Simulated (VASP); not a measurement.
```yaml
crystal:
  lattice:
    - [1.52924, -2.64872, 0.00000]
    - [1.52924, 2.64872, 0.00000]
    - [0.00000, 0.00000, 5.01669]
  atoms:
    - { symbol: Si, position: [0.66667, 0.33333, 0.49955] }
    - { symbol: Si, position: [0.33333, 0.66667, 0.99955] }
    - { symbol: C, position: [0.66667, 0.33333, 0.87545] }
    - { symbol: C, position: [0.33333, 0.66667, 0.37545] }
```

Calculation: LDA (Ceperley-Alder, Perdew-Zunger), VASP's LDA PAW potentials (set 64) (plane waves; VASP). Run with 520 eV cut-off, 8×8×5 Γ-centred mesh, Gaussian smearing of 0.010 eV, potentials Si C.

Give the electronic dielectric tensor ε∞ (DFPT, local fields included).

```
7.01  0.00  0.00
0.00  7.01  0.00
0.00  0.00  7.28
```

Give the Born effective charges.

```json
[
 {"atom": "Si1", "Z*xx": "2.68", "Z*yy": "2.68", "Z*zz": "2.88", "mean": "2.75"},
 {"atom": "Si2", "Z*xx": "2.68", "Z*yy": "2.68", "Z*zz": "2.88", "mean": "2.75"},
 {"atom": "C3", "Z*xx": "-2.68", "Z*yy": "-2.68", "Z*zz": "-2.88", "mean": "-2.75"},
 {"atom": "C4", "Z*xx": "-2.68", "Z*yy": "-2.68", "Z*zz": "-2.88", "mean": "-2.75"}
]
```

The compound is SiC in the wurtzite structure, the rare 2H polytype. It was relaxed first.
